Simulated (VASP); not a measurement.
All values below come from vdW-DF2, VASP's PBE PAW potentials (set 64) (plane waves; VASP).

VASP ran on this input.

### INCAR
```
IBRION = 2
SYSTEM = HfN
ALGO = Normal
GGA = ML
EDIFFG = -0.01
NELM = 100
LMAXMIX = 6   # l cut-off of mixed one-centre charges
LCHARG = .False.
LASPH = .True.
AGGAC = 0.0
NSW = 60   # most ionic steps
SIGMA = 0.1   # width (eV)
LREAL = .False.   # projection in real space or not
ZAB_VDW = -1.8867
ISMEAR = 1   # Methfessel-Paxton
PREC = Accurate
LUSE_VDW = .True.
ENCUT = 520   # plane-wave cut-off (eV)
LWAVE = .False.
EDIFF = 1E-6
ISIF = 3
```

KPOINTS:
```
Automatic mesh
0
gamma
12 12 12
0 0 0
```

**POSCAR**
```
HfN
1
    0.0000000000     2.3109842904     2.3109842904
    2.3109842904     0.0000000000     2.3109842904
    2.3109842904     2.3109842904     0.0000000000
Hf N
1 1
Direct
  0.0000000000   0.0000000000   0.0000000000
  0.5000000000   0.5000000000   0.5000000000
```

POTCAR, in this order: Hf_pv N (PBE.64 set). Program: vasp_std.

Question: What will the output report for the number of irreducible k-points (NKPTS), largest plane-wave count, number of space-group operations, FFT grid (NGX, NGY, NGZ)?

Answer: 
The number of irreducible k-points (NKPTS) is 72, the largest plane-wave count is 684 and the number of space-group operations comes out as 48. The FFT grid (NGX, NGY, NGZ) is 24 × 24 × 24.

The compound is HfN in the rock salt structure. It was relaxed first, which changed the volume by +7 %. The start is the result of an earlier pass. The electron count is odd and the run is not spin-polarised, which forces a metal.
